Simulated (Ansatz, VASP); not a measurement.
# Cross-check of W (W(111)) between VASP and Ansatz

Aim: how closely do two programs agree when they are given the same cell, functional and k mesh? Of the first pair: The structure shown is the start of the Ansatz relaxation below; VASP solves that cell, so the two are compared at the walk's first step.

Method: plane waves, with VASP 6.6.1 beside it; single point at PBE, in Ansatz 0.2.0.

## 1. The structure

The cell holds 12 atoms: 12 W. Cell: a = 4.469 Å, b = 4.469 Å, c = 28.034 Å, α = 90.0°, β = 90.0°, γ = 60.0°. Vacuum lies along c.

## 2. Ansatz: relaxation, PBE

Ansatz runs on its default PAW (the set named soft_2) files.

The two programs are compared at the cell with which this relaxation starts, whose forces are those of its first step.

The input, input.yaml:

```yaml
crystal:
  lattice:
    - [4.4689148571, 0.0, 0.0]
    - [2.2344574285, 3.8701937936, 0.0]
    - [0.0, 0.0, 28.0343476785]
  atoms:
    - { symbol: W, position: [0.3333333333, 0.3333333333, 0.3210347572] }
    - { symbol: W, position: [0.6666666667, 0.6666666667, 0.3535738922] }
    - { symbol: W, position: [0.0, 0.0, 0.3861130273] }
    - { symbol: W, position: [0.3333333333, 0.3333333333, 0.4186521624] }
    - { symbol: W, position: [0.6666666667, 0.6666666667, 0.4511912974] }
    - { symbol: W, position: [0.0, 0.0, 0.4837304325] }
    - { symbol: W, position: [0.3333333333, 0.3333333333, 0.5162695675] }
    - { symbol: W, position: [0.6666666667, 0.6666666667, 0.5488087026] }
    - { symbol: W, position: [0.0, 0.0, 0.5813478376] }
    - { symbol: W, position: [0.3333333333, 0.3333333333, 0.6138869727] }
    - { symbol: W, position: [0.6666666667, 0.6666666667, 0.6464261078] }
    - { symbol: W, position: [0.0, 0.0, 0.6789652428] }
kpoints:
  mp_grid: { grid: [8, 8, 1] }
hamiltonian:
  xc: pbe
scf:
  occupations: { method: fermi_dirac, width: 0.1 }
efield:
  axis: 3
  dipole_correction: true
  ramp_width: 0.05
relax:
  f_tol: 0.02
  max_steps: 60
  constraints: [{ sites: [0, 1, 2, 3, 4] }]
output:
  write_potential: true
  write_density: true
  volumetric_format: npy
```

Command:

```console
> ansatz run input.yaml --threads 4 --pin off --max-ram 8192MiB --backend cpu --events-out ev --progress --plain --runs-dir out
```

Numbers of over 12 decimals in the logs are rounded to 6 here.

The log of the run:

```text
Engine: ansatz 0.2.0, aarch64-unknown-linux-gnu
Pseudopotentials: kind: paw
Pseudopotential: W, paw, valence charge 14, recommended cutoff 420 eV (normal), W.paw.azcp
Functional definition: PBE
  parameter kappa = 0.804
  parameter beta = 0.066725
  exchange = pbe_x(kappa = kappa, mu = beta*pi^2/3)
  correlation = pbe_c(beta = beta)
Crystal: 12 atoms, lattice volume = 484.870 Å³
Basis set: ecut = 420 eV, 9483 PW (Γ), exchange–correlation on 60×60×384 points (8 copies of the dense FFT grid, shifted against one another)
Bands: 101, of which v1, the nominal top of the filled ones, is band 84 counted from 1 (83 counted from 0)
Symmetry: 6 space group operations
k-points: 10 of 64 (time reversal used)
Non-local potential: W, projectors of the file, l = 0: 3, l = 1: 2, l = 2: 2, l = 3: 1
PAW form: soft (Blöchl's): semilocal exchange-correlation on the pseudo side does not see the compensation charge
PAW one-centre angular grid: W, 590 points (default); XC on 64 Gauss nodes
Initial density: superposition of atomic densities (neutral atoms: chi_scale 0, normalization atom), corrected by the library's trained network
Initial wavefunctions: pseudopotential atomic-orbital guess
Functional: x = pbe(κ = 0.804, μ = 0.219515), c = pbe(β = 0.066725)
SCF iter   1: F=—  HF=-124609.493573 eV  |F-HF|=—  |Δ(HF+E_count)|=         —  Δρ=4.45e-3  dr2=3.43e-1  ethr=1.77e-3  p=0.000 e·Å  D=1.72e-13 V/Å  ΔV_dip=-0.00 eV  dr2_dipole=1.34e-11  V_vac-E_F(+/−)=4.19/4.19 eV  ⟨swp⟩=9.6  Hψ=4919  notcnv=0
efield: sawtooth ramp at fractional position 0.9750 (placed from the atoms, in the widest stretch of the axis that holds none; the zero of the levels goes with the place), width 0.0500; the density the first Hamiltonian is built on has a dipole p = 0.000 e·Å; the dipole correction subtracts the counter field D = 1.72e-13 V/Å, which shifts the + side's vacuum level by -0.00 eV against the − side's; the planar-averaged density in the ramp window peaks in size at 2.2e-5 e/Å³
preconditioner: auto → LDOS  [metal: Δε(μ)=0.010 eV  Ē_g=4.518 eV  σ=0.100 eV  W_gap=0.02  n_scr=110 (ndim 8)  ℏωp=14.3 eV  f_vac=0.530  D(μ)=10.39/eV (n_scr^D=70)  β→1.0]
SCF iter   2: F=—  HF=-124609.492139 eV  |F-HF|=—  |Δ(HF+E_count)|=   1.43e-3  Δρ=2.80e-3  dr2=9.58e-2  ethr=2.04e-4  p=0.000 e·Å  D=3.23e-7 V/Å  ΔV_dip=-0.00 eV  dr2_dipole=1.57e-9  V_vac-E_F(+/−)=4.01/4.01 eV  ⟨swp⟩=2.0  Hψ=1669  notcnv=0
SCF iter   3: F=—  HF=-124609.481183 eV  |F-HF|=—  |Δ(HF+E_count)|=   1.10e-2  Δρ=9.58e-4  dr2=1.24e-2  ethr=5.70e-5  p=-0.000 e·Å  D=-1.55e-8 V/Å  ΔV_dip=0.00 eV  dr2_dipole=2.59e-11  V_vac-E_F(+/−)=4.02/4.02 eV  ⟨swp⟩=2.0  Hψ=1395  notcnv=0
SCF iter   4: F=—  HF=-124609.480153 eV  |F-HF|=—  |Δ(HF+E_count)|=   1.03e-3  Δρ=2.40e-4  dr2=6.89e-4  ethr=7.40e-6  p=-0.000 e·Å  D=-1.37e-7 V/Å  ΔV_dip=0.00 eV  dr2_dipole=2.31e-11  V_vac-E_F(+/−)=4.01/4.01 eV  ⟨swp⟩=2.8  Hψ=1426  notcnv=0
SCF iter   5: F=—  HF=-124609.481022 eV  |F-HF|=—  |Δ(HF+E_count)|=   8.69e-4  Δρ=7.78e-5  dr2=4.57e-5  ethr=4.10e-7  p=-0.000 e·Å  D=-1.05e-7 V/Å  ΔV_dip=0.00 eV  dr2_dipole=1.06e-10  V_vac-E_F(+/−)=4.01/4.01 eV  ⟨swp⟩=2.9  Hψ=1562  notcnv=0
SCF iter   6: F=-124609.481055 eV  HF=-124609.481052 eV  |F-HF|=3.31e-6  |Δ(HF+E_count)|=   3.02e-5  Δρ=2.90e-5  dr2=5.71e-6  ethr=5.95e-9  p=-0.000 e·Å  D=-7.90e-9 V/Å  ΔV_dip=0.00 eV  dr2_dipole=1.98e-12  V_vac-E_F(+/−)=4.00/4.00 eV  ⟨swp⟩=16.2  Hψ=11113  notcnv=0
SCF 1 converged in 6 iterations: F = -124609.481055 eV  dr2 = 5.71e-6
  greatest PAW one-centre occupation: 1.000 electrons in one spin orbital (limit 2), on the W atom at site 1 (counted from 0), in its partial waves of l = 0
relax step   1: F+E_penalty+E_count = -124609.48105525 eV  Δ(F+E_penalty+E_count) = +0.000e0 eV  max|allowed force component| = 2.303e0 eV/Å  Δτ_max = 0.0000 Å  (6 SCF iters, dr2 threshold 1.00e-5 eV, accepted)
Initial density: handed on by an earlier stage of this run
Initial wavefunctions: those handed on with the density
iter 1 solved again at ethr=7.90e-4 eV; its pass at ethr=3.10e-3 eV (dr2=1.33e0 eV) is discarded
SCF iter   1: F=—  HF=-124609.966965 eV  |F-HF|=—  |Δ(HF+E_count)|=         —  Δρ=9.88e-3  dr2=1.74e0  ethr=7.90e-4  p=0.000 e·Å  D=4.28e-7 V/Å  ΔV_dip=-0.00 eV  dr2_dipole=4.58e-1  V_vac-E_F(+/−)=4.03/4.03 eV  ⟨swp⟩=1.6  Hψ=3630  notcnv=0
efield: sawtooth ramp at fractional position 0.9750 (handed on by an earlier solve), width 0.0500; the density the first Hamiltonian is built on has a dipole p = 0.000 e·Å; the dipole correction subtracts the counter field D = 4.28e-7 V/Å, which shifts the + side's vacuum level by -0.00 eV against the − side's; the planar-averaged density in the ramp window peaks in size at 2.2e-6 e/Å³
[...]
SCF converged after 3 iterations
Free energy (F): -124609.913423 eV
Harris-Foulkes:  -124609.913423 eV  (|F-HF|=7.64e-9)
Internal energy: -124609.660055 eV  (E = F + TS)
E sigma→0 (E₀):  -124609.786739 eV
Entropy (-TS):   -0.253368 eV (-21.114 meV/atom)
Fermi energy:    6.424813 eV
Dipole field:    D = -0.007510 V/Å  (p = -0.020124 e·Å, saw-weighted, corrected)
Work function:   Φ+ = 4.1521 eV   Φ− = 3.9415 eV
Levels:          The Fermi level and band energies are counted from a zero that moves with the ramp; work functions are not
--- Per-component energies (eV) ---
  E_band       = -3658.980045
  E_kinetic    = 5381.942678
  E_local      = -261951.895912  (includes V_loc(G=0)·N_el)
  E_nonlocal   = 14.470096
  E_hartree    = 128623.232632
  E_xc         = -3191.782767
  E_vxc        = -2850.306921  (∫ρ·V_xc dr)
  E_paw        = -102750.347093  (= ΣΔE_a)
  E_vpaw       = -1499.702921  (= ΣTr[D̂ρ^β])
  E_aug_tail   = -0.000700  (compensation charges beyond the density's cutoff)
  E_efield     = 0.000076  (sawtooth field / dipole correction)
  E_vefield    = 0.030316  (∫n·V_field dr)
  E_ewald      = 109264.720935
  E_smearing   = -0.253368  (= −TS)
  E_closure    = -0.000000  (closes the sum)
  Σ components = -124609.913423   (vs F -124609.913423, Δ=0.00e0)
--- Forces (eV/Å), atoms counted from 1 ---
  atom   1  W      0.00000000    -0.00000000     2.35738050
  atom   2  W     -0.00000000     0.00000000    -0.03766566
  atom   3  W     -0.00000000     0.00000000    -1.27445963
  atom   4  W     -0.00000000     0.00000000    -0.87457901
  atom   5  W     -0.00000000     0.00000000    -0.17827151
  atom   6  W     -0.00000000    -0.00000000    -0.00744020
  atom   7  W      0.00000000     0.00000000     0.01238677
  atom   8  W      0.00000000    -0.00000000     0.01196521
  atom   9  W      0.00000000     0.00000000    -0.00830798
  atom  10  W     -0.00000000    -0.00000000    -0.00199393
  atom  11  W      0.00000000    -0.00000000     0.00064593
  atom  12  W      0.00000000     0.00000000     0.00034217
  max |Σ_I F_I| component: 2.66e-6 eV/Å
--- Band table (eV; the first three rows and the last of 10) ---
  k-point 0: bands = [... 80 lower, 5.3619, 5.3876, 5.3876, 5.9100, 6.5584, 7.6317, 7.9379, 8.0110, ... 13 higher]
  k-point 1: bands = [... 80 lower, 5.4428, 5.4724, 5.7291, 6.0192, 6.6276, 7.6323, 7.8047, 7.8371, ... 13 higher]
  k-point 2: bands = [... 80 lower, 5.7036, 5.8950, 6.0943, 6.4566, 6.6874, 6.9992, 7.0922, 7.4510, ... 13 higher]
  k-point 9: bands = [... 80 lower, 5.6444, 5.7648, 5.8315, 5.9666, 6.1777, 6.6374, 7.0381, 7.1708, ... 13 higher]
--- Relaxed structure (6 steps of the walk, 6 accepted, 0 SCFs on fresh bases) ---
  F+E_penalty+E_count = -124609.91342310 eV   max|allowed force component| = 1.239e-2 eV/Å
  atoms:
    - { symbol: W, position: [0.333333, 0.333333, 0.3210347572] }
    - { symbol: W, position: [0.666667, 0.666667, 0.3535738922] }
    - { symbol: W, position: [0.0, 0.0, 0.386113] }
    - { symbol: W, position: [0.333333, 0.333333, 0.4186521624] }
    - { symbol: W, position: [0.666667, 0.666667, 0.4511912974] }
    - { symbol: W, position: [4.398659534619879e-19, 0, 0.484824] }
    - { symbol: W, position: [0.333333, 0.333333, 0.517912] }
    - { symbol: W, position: [0.666667, 0.666667, 0.552028] }
    - { symbol: W, position: [7.795420779017306e-19, 0, 0.583286] }
    - { symbol: W, position: [0.333333, 0.333333, 0.621621] }
    - { symbol: W, position: [0.666667, 0.666667, 0.646965] }
    - { symbol: W, position: [-2.385643539069235e-18, 0, 0.673032] }
```

The column dr2 measures how far the density is from self-consistency, as an energy; F and HF (Harris–Foulkes) agree once it is small.

(Part 1 of 2 ends here.)

[Lines on the potential files, build, host, timing and source positions are cut from VASP's logs without a mark.]

[Logs are printed without paths, hosts, clocks, repeated set-up lines and the standing remarks that a program may print on its own settings, such as how far it seeks lower states.]

[Hosts, paths, dates, database ids (printed as entryN), source tags and the programs' standing remarks are cut or masked in the printed files.]
